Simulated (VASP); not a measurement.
All values below come from r2SCAN meta-GGA, VASP's PBE PAW potentials (set 64) (plane waves; VASP).

A VASP calculation is set up with these files.

**KPOINTS**
```
Automatic mesh
0
Gamma
11 11 11
0 0 0
```

### POSCAR
```
MnS
1.0
  0.0000000000   2.6352000000   2.6352000000
  2.6352000000   0.0000000000   2.6352000000
  2.6352000000   2.6352000000   0.0000000000
Mn S
1 1
Cart
  0.0000000000   0.0000000000   0.0000000000
  2.6352000000   2.6352000000   2.6352000000
```

### INCAR
```
NELM = 100   ! most electronic steps
ENCUT = 400   ! plane-wave cut-off (eV)
LMAXMIX = 4
EDIFF = 1E-6   ! SCF stop (eV)
LREAL = .False.   ! projection in real space or not
ISIF = 3   ! ions, shape and volume
LASPH = .True.
PREC = Accurate
LWAVE = .False.
LCHARG = .False.
EDIFFG = -0.01
NSW = 60   ! most ionic steps
ALGO = Normal
SIGMA = 0.1   ! width (eV)
LMIXTAU = .True.
LORBIT = 10
ISMEAR = 1   ! Methfessel-Paxton
SYSTEM = MnS
MAGMOM = 4.0 0.0
ISPIN = 2
METAGGA = R2SCAN
IBRION = 2
```

POTCAR, in this order: Mn_pv S (PBE.64 set). Program: vasp_std.

Output

File OSZICAR:
```
       N       E                     dE             d eps       ncg     rms          rms(c)
DAV:   1     0.109640490235E+03    0.10964E+03   -0.97442E+03  3560   0.110E+03
DAV:   2    -0.233814722676E+02   -0.13302E+03   -0.12695E+03  3668   0.308E+02
DAV:   3    -0.290443063693E+02   -0.56628E+01   -0.56271E+01  4151   0.715E+01
DAV:   4    -0.291138830437E+02   -0.69577E-01   -0.69561E-01  4089   0.821E+00
DAV:   5    -0.291153114747E+02   -0.14284E-02   -0.14284E-02  4296   0.119E+00    0.115E+01
DAV:   6    -0.246230420424E+02    0.44923E+01   -0.13650E+01  3431   0.475E+01    0.147E+01
DAV:   7    -0.248456997695E+02   -0.22266E+00   -0.11860E+00  3402   0.129E+01    0.810E+00
DAV:   8    -0.248597889260E+02   -0.14089E-01   -0.15454E-01  4033   0.484E+00    0.449E+00
DAV:   9    -0.248700831723E+02   -0.10294E-01   -0.66682E-02  3521   0.324E+00    0.651E-01
DAV:  10    -0.248699609203E+02    0.12225E-03   -0.13092E-02  3675   0.150E+00    0.306E-01
DAV:  11    -0.248702460940E+02   -0.28517E-03   -0.14196E-03  3682   0.407E-01    0.151E-01
DAV:  12    -0.248703694008E+02   -0.12331E-03   -0.33131E-04  3773   0.175E-01    0.875E-02
DAV:  13    -0.248703840389E+02   -0.14638E-04   -0.58227E-05  3619   0.849E-02    0.531E-02
DAV:  14    -0.248704011082E+02   -0.17069E-04   -0.16183E-05  3920   0.444E-02    0.161E-02
DAV:  15    -0.248704024887E+02   -0.13805E-05   -0.11505E-05  3682   0.222E-02    0.767E-03
DAV:  16    -0.248704041475E+02   -0.16588E-05   -0.57742E-07  2303   0.765E-03    0.233E-03
DAV:  17    -0.248704040366E+02    0.11088E-06   -0.38282E-08  1820   0.205E-03
   1 F= -.24870404E+02 E0= -.24870462E+02  d E =-.248704E+02  mag=     4.9995
       N       E                     dE             d eps       ncg     rms          rms(c)
DAV:   1    -0.252712034464E+02   -0.40080E+00   -0.71910E+00  3360   0.398E+01    0.646E+00
DAV:   2    -0.248619830136E+02    0.40922E+00   -0.10903E+00  3367   0.167E+01    0.531E+00
DAV:   3    -0.248901792397E+02   -0.28196E-01   -0.11931E-01  3465   0.346E+00    0.149E+00
DAV:   4    -0.248818795094E+02    0.82997E-02   -0.11241E-02  3771   0.105E+00    0.839E-01
DAV:   5    -0.248798668267E+02    0.20127E-02   -0.45926E-03  3727   0.475E-01    0.427E-01
DAV:   6    -0.248793669322E+02    0.49989E-03   -0.14333E-03  3892   0.498E-01    0.264E-01
DAV:   7    -0.248793861547E+02   -0.19222E-04   -0.59787E-04  3591   0.309E-01    0.375E-02
DAV:   8    -0.248793791512E+02    0.70035E-05   -0.27743E-05  4380   0.473E-02    0.260E-02
DAV:   9    -0.248793748621E+02    0.42891E-05   -0.35597E-06  3549   0.236E-02    0.152E-02
DAV:  10    -0.248793688078E+02    0.60543E-05   -0.10662E-06  2842   0.954E-03    0.378E-03
DAV:  11    -0.248793694156E+02   -0.60782E-06   -0.11280E-07  1750   0.423E-03
   2 F= -.24879369E+02 E0= -.24879289E+02  d E =-.896538E-02  mag=     4.9814
       N       E                     dE             d eps       ncg     rms          rms(c)
DAV:   1    -0.248955191094E+02   -0.16150E-01   -0.29368E-01  3360   0.822E+00    0.131E+00
DAV:   2    -0.248798171908E+02    0.15702E-01   -0.40819E-02  3360   0.351E+00    0.115E+00
DAV:   3    -0.248804002928E+02   -0.58310E-03   -0.41569E-03  3458   0.654E-01    0.297E-01
DAV:   4    -0.248799981860E+02    0.40211E-03   -0.52770E-04  3687   0.198E-01    0.164E-01
DAV:   5    -0.248799725488E+02    0.25637E-04   -0.30302E-04  3691   0.114E-01    0.785E-02
DAV:   6    -0.248799275239E+02    0.45025E-04   -0.77924E-05  3612   0.121E-01    0.609E-02
DAV:   7    -0.248799735858E+02   -0.46062E-04   -0.25859E-05  3717   0.598E-02    0.827E-03
DAV:   8    -0.248799757161E+02   -0.21303E-05   -0.15927E-06  3304   0.118E-02    0.443E-03
DAV:   9    -0.248799758632E+02   -0.14706E-06   -0.38331E-07  1708   0.569E-03
   3 F= -.24879976E+02 E0= -.24879969E+02  d E =-.957183E-02  mag=     4.9888
```

### OUTCAR
```
------------------------ aborting loop because EDIFF is reached ----------------------------------------
  FORCE on cell =-STRESS in cart. coord.  units (eV):
  Direction    XX          YY          ZZ          XY          YZ          ZX
  --------------------------------------------------------------------------------------
  Total        0.0172997      0.0172997      0.0172997     -0.0000000      0.0000000      0.0000000
  in kB        0.7828710      0.7828710      0.7828710     -0.0000000      0.0000000      0.0000000
  external PRESSURE =       0.7828710 kB  Pullay stress =       0.0000000 kB
  volume of cell :       35.40
      direct lattice vectors                 reciprocal lattice vectors
    -0.000000000  2.606210924  2.606210924    -0.191849399  0.191849399  0.191849399
     2.606210924 -0.000000000  2.606210924     0.191849399 -0.191849399  0.191849399
     2.606210924  2.606210924  0.000000000     0.191849399  0.191849399 -0.191849399
 POSITION                                       TOTAL-FORCE (eV/Angst)
 -----------------------------------------------------------------------------------
     -0.00000      0.00000      0.00000        -0.000000      0.000000     -0.000000
      2.60621      2.60621      2.60621         0.000000     -0.000000      0.000000
 -----------------------------------------------------------------------------------
    total drift:                                0.000000     -0.000000     -0.000000
  FREE ENERGIE OF THE ION-ELECTRON SYSTEM (eV)
  ---------------------------------------------------
  free  energy   TOTEN  =       -24.8799758632 eV

  energy  without entropy=      -24.8799553360  energy(sigma->0) =      -24.87996902

 total charge

# of ion       s       p       d       tot
------------------------------------------
    1        0.219   6.161   4.896  11.276
    2        1.310   2.478   0.000   3.788
--------------------------------------------------
tot          1.529   8.639   4.896  15.064

 magnetization (x)

# of ion       s       p       d       tot
------------------------------------------
    1        0.051   0.037   4.413   4.501
    2        0.030   0.110   0.000   0.139
--------------------------------------------------
tot          0.080   0.147   4.413   4.640

 reached required accuracy - stopping structural energy minimisation
```
(Selected blocks of OUTCAR.)

File CONTCAR:
```
MnS
   1.00000000000000
    -0.0000000000000000    2.6062109237464743    2.6062109237464743
     2.6062109237464743   -0.0000000000000000    2.6062109237464743
     2.6062109237464743    2.6062109237464743    0.0000000000000000
  Mn              S
     1     1
Direct
     0.0000000000000000    0.0000000000000000    0.0000000000000000
     0.5000000000000000    0.5000000000000000    0.5000000000000000
```

Energy and stress use the plane-wave basis of the starting cell. The moments were started parallel, and other spin orders were not tried in this run.

The structure was generated: MnS was put into the rock salt type (Fm-3m), which need not be its known phase. This run relaxes it. Symmetry was kept, so distortions that lower it aren't found.
